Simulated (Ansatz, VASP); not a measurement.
# TiC: VASP beside Ansatz, part 2 of 2

Wanted: the spread between two codes on one cell, functional and k mesh. The structure shown is the end of the Ansatz relaxation below.

VASP 6.6.1 and Ansatz 0.2.0.

So far. Step 3 (VASP: single point, LDA, pair 1): The run ends at a pressure of -3.59 GPa.

### Step 6. VASP: single point, LDA, pair 2

Level of this step: LDA; plane waves and PAW (C, Ti_sv) (VASP).

The same cell, functional (in two slightly different forms), mesh and smearing now go to VASP, with its own data sets.

INCAR reads:

```
SYSTEM = TiC
PREC = Accurate
ENCUT = 600
EDIFF = 1E-06
NELM = 120
ISMEAR = 1
SIGMA = 0.2
LREAL = .FALSE.
ALGO = Normal
GGA = CA
NBANDS = 14
LASPH = .TRUE.
LORBIT = 11
LWAVE = .FALSE.
LCHARG = .FALSE.
ISIF = 2
GGA_COMPAT = .FALSE.
KPAR = 2
```

POSCAR reads:

```
TiC
1.0
    0.0000000000      2.1730216472      2.1123479000
    2.1730216472      0.0000000000      2.1123479000
    2.1730216472      2.1730216472      0.0000000000
C Ti
1 1
Direct
    0.5000000000      0.5000000000      0.5000000000
    0.0000000000      0.0000000000      0.0000000000
```

KPOINTS reads:

```
Automatic mesh
0
Gamma
16 16 16
0 0 0
```

Potentials, in the order of the species: C and Ti_sv (LDA family, release 64).

Started as:

```console
$ mpirun -np 2 vasp_std
```

Numbers of over 12 decimals in the logs are rounded to 6 here.

Output:

```text
[... set-up lines as in an earlier step ...]
 entering main loop
       N       E                     dE             d eps       ncg     rms          rms(c)
DAV:   1     0.126341157618E+03    0.12634E+03   -0.89637E+03  9792   0.151E+03
DAV:   2    -0.171921825529E+02   -0.14353E+03   -0.13556E+03 10312   0.370E+02
DAV:   3    -0.256647740423E+02   -0.84726E+01   -0.82627E+01 13132   0.865E+01
DAV:   4    -0.260193742827E+02   -0.35460E+00   -0.35433E+00 12092   0.161E+01
[...]
DAV:  12    -0.205124295323E+02    0.91743E-04   -0.32436E-04 11968   0.200E-01    0.481E-02
DAV:  13    -0.205124197066E+02    0.98257E-05   -0.45504E-05 11244   0.582E-02    0.114E-02
DAV:  14    -0.205124187094E+02    0.99725E-06   -0.25014E-06 11884   0.259E-02
   1 F= -.20512419E+02 E0= -.20512447E+02  d E =0.860378E-04
```

OUTCAR, selected parts (step 6):

```text
  Total       -1.4018928     -1.4018928      0.0808619      0.0000000     -0.0000000      0.0000000
  in kB     -112.5905212   -112.5905212      6.4942812      0.0000000     -0.0000000      0.0000000
  external PRESSURE =     -72.8955870 kB  Pullay stress =       0.0000000 kB

 POSITION                                       TOTAL-FORCE (eV/Angst)
 -----------------------------------------------------------------------------------
      2.17302      2.17302      2.11235         0.000000     -0.000000     -0.000000
      0.00000      0.00000      0.00000        -0.000000      0.000000      0.000000
 -----------------------------------------------------------------------------------
    total drift:                                0.000000     -0.000000     -0.000000

  FREE ENERGIE OF THE ION-ELECTRON SYSTEM (eV)
  ---------------------------------------------------
  free  energy   TOTEN  =       -20.5124187094 eV

  energy  without entropy=      -20.5125047472  energy(sigma->0) =      -20.51244739

[... 1 part as in an earlier step ...]

[... 2 further parts left out ...]
[key lines of the parts left out:]
E-fermi :   9.4395
```

The run ends at a pressure of -7.29 GPa.

### Step 7. Side by side

The two programs side by side:

| quantity | Ansatz | VASP | difference |
| --- | --- | --- | --- |
| pressure (GPa) | -7.85 | -7.29 | -0.57 |

### Step 8. Ansatz: relaxation, LDA

This run makes the geometry at which the two programs are then compared. The cell compared in this pair holds 19.60 Å³, against 19.95 Å³ for the pair before.

The structure compared here is the end of the Ansatz relaxation.

input.yaml reads:

```yaml
crystal:
  lattice:
    - [-0.0142027559, 2.1375147575, 2.1375147575]
    - [2.1375147575, -0.0142027559, 2.1375147575]
    - [2.1375147575, 2.1375147575, -0.0142027559]
  atoms:
    - { symbol: C, position: [0.5, 0.5, 0.5] }
    - { symbol: Ti, position: [0.0, 0.0, 0.0] }
  conventional_axes: [[-1, 1, 0], [0, -1, 1], [1, 1, 1]]
kpoints:
  mp_grid: { grid: [16, 16, 16] }
hamiltonian:
  xc: lda
  pseudopotentials: { kind: paw, azcp: { folder: soft_1 }, xc_functional: pbe }
scf:
  occupations: { method: methfessel_paxton, width: 0.2 }
output:
  forces: true
  stress: true
  eigenvalues: true
relax:
  adjacent_minimum: "off"
  f_tol: 0.001
  max_steps: 60
  cell: { stress_tol: 0.01, fix: [a, b, gamma] }
```

Started as:

```console
$ ansatz run input.yaml --threads 4 --pin off --max-ram 10240MiB --backend cpu --events-out ev --progress --plain --runs-dir out
```

Output:

```text
[...]
Crystal: 2 atoms, lattice volume = 19.727 Å³
Basis set: ecut = 420 eV, 381 PW (Γ)
Bands: 12, of which v1, the nominal top of the filled ones, is band 8 counted from 1 (7 counted from 0)
Symmetry: 12 space group operations
[...]
k-points: 417 of 4096
[...]
k-point 416: bands = [... 4 lower, 6.3511, 8.9410, 11.8153, 11.8153, 18.0021, 18.0021, 19.2818, 23.2752]
--- Relaxed structure (4 steps of the walk, 4 accepted, 2 SCFs on fresh bases) ---
[...]
cell:  # Å, volume = 19.5992 Å³
    - [-0.023418, 2.128300, 2.128300]
    - [2.128300, -0.023418, 2.128300]
    - [2.128300, 2.128300, -0.023418]
  atoms:
    - { symbol: C, position: [0.500000, 0.500000, 0.500000] }
    - { symbol: Ti, position: [0, 0, 0] }
[key lines of the parts left out:]
SCF converged after 3 iterations
Free energy (F): -2695.179588 eV
Fermi energy:    14.924184 eV
P = ⅓ Tr σ = -3.6829 GPa (-36.829 kbar)
```

### Step 9. VASP: single point, LDA, pair 3

The same cell, functional (in two slightly different forms), mesh and smearing now go to VASP, with its own data sets.

INCAR is that of step 6.

POSCAR reads:

```
TiC
1.0
   -0.0234175882      2.1282999252      2.1282999252
    2.1282999252     -0.0234175882      2.1282999252
    2.1282999252      2.1282999252     -0.0234175882
C Ti
1 1
Direct
    0.5000000000      0.5000000000      0.5000000000
    0.0000000000      0.0000000000      0.0000000000
```

KPOINTS is that of step 6.

Started as:

```console
$ mpirun -np 2 vasp_std
```

Output:

```text
[... set-up lines as in an earlier step ...]
 entering main loop
       N       E                     dE             d eps       ncg     rms          rms(c)
DAV:   1     0.125583074472E+03    0.12558E+03   -0.88629E+03 11692   0.151E+03
DAV:   2    -0.172479217580E+02   -0.14283E+03   -0.13445E+03 12300   0.371E+02
DAV:   3    -0.256398024861E+02   -0.83919E+01   -0.82071E+01 15646   0.865E+01
DAV:   4    -0.259963569561E+02   -0.35655E+00   -0.35629E+00 14498   0.161E+01
[...]
DAV:  12    -0.205337981606E+02    0.36900E-04   -0.33941E-04 13344   0.196E-01    0.508E-02
DAV:  13    -0.205337866551E+02    0.11506E-04   -0.27755E-05 13656   0.427E-02    0.667E-03
DAV:  14    -0.205337863691E+02    0.28606E-06   -0.69509E-07  9926   0.116E-02
   1 F= -.20533786E+02 E0= -.20533745E+02  d E =-.124817E-03
```

OUTCAR, selected parts (step 9):

```text
  Total       -0.3825249     -0.3825249     -0.3825249      0.2243091      0.2243091      0.2243091
  in kB      -31.2703572    -31.2703572    -31.2703572     18.3366462     18.3366462     18.3366462
  external PRESSURE =     -31.2703572 kB  Pullay stress =       0.0000000 kB

 POSITION                                       TOTAL-FORCE (eV/Angst)
 -----------------------------------------------------------------------------------
      2.11659      2.11659      2.11659         0.000000      0.000000     -0.000000
      0.00000      0.00000      0.00000         0.000000     -0.000000      0.000000
 -----------------------------------------------------------------------------------
    total drift:                                0.000000     -0.000000     -0.000000

  FREE ENERGIE OF THE ION-ELECTRON SYSTEM (eV)
  ---------------------------------------------------
  free  energy   TOTEN  =       -20.5337863691 eV

  energy  without entropy=      -20.5336615525  energy(sigma->0) =      -20.53374476

[... 3 further parts left out ...]
[key lines of the parts left out:]
E-fermi :   9.6527
```

The run ends at a pressure of -3.13 GPa.

### Step 10. Side by side

The two programs side by side:

| quantity | Ansatz | VASP | difference |
| --- | --- | --- | --- |
| pressure (GPa) | -3.68 | -3.13 | -0.56 |

### Step 11. Summary of results

```
difference in pressure (single point, LDA, pair 1) : -0.56 GPa
difference in pressure (single point, LDA, pair 2) : -0.57 GPa
difference in pressure (single point, LDA, pair 3) : -0.56 GPa
```

**Reading.** The difference in pressure is -0.57 GPa (single point, LDA, pair 2), within the 1 GPa picked in this series as the mark of a large difference. 13 further runs of this series are not shown here. How closely two codes agree says nothing of how well the functional describes the real material.

[Lines on the potential files, build, host, timing and source positions are cut from VASP's logs without a mark.]

[Logs are printed without paths, hosts, clocks, repeated set-up lines and the standing remarks that a program may print on its own settings, such as how far it seeks lower states.]

[Hosts, paths, dates, database ids (printed as entryN), source tags and the programs' standing remarks are cut or masked in the printed files.]
